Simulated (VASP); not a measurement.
Data:

```
CSi
1.0
    2.44228     0.00000     0.00000
    0.00000     2.44228     0.00000
    0.00000     0.00000     2.44228
Si C
1 1
Cartesian
  0.00000   0.00000   0.00000
  1.22114   1.22114   1.22114
```

Calculation: PBE GGA, VASP's PBE PAW potentials (set 64) (plane waves; VASP). Numerical set-up: 400 eV cut-off, 11×11×11 Γ-centred mesh, Fermi-Dirac smearing of 0.14 eV, potentials Si C.

At this cut-off the stress carries a Pulay error, which pulls relaxed volumes low.

Q: Predict the energy per atom (σ→0), pressure, band gap (on the k-mesh) with the smallest direct gap where there is one.

A: 
```json
{
 "band gap (on the k-mesh)": "none (metal, semimetal or under 0.01 eV)",
 "energy per atom (σ→0)": "-5.122 eV/atom",
 "pressure": "66.86 GPa"
}
```

The absolute energy has meaning only against runs of the same code, potentials and settings.

The structure was generated: SiC was put into an ordered model structure, which need not be its known phase. The cell was not relaxed at this level.
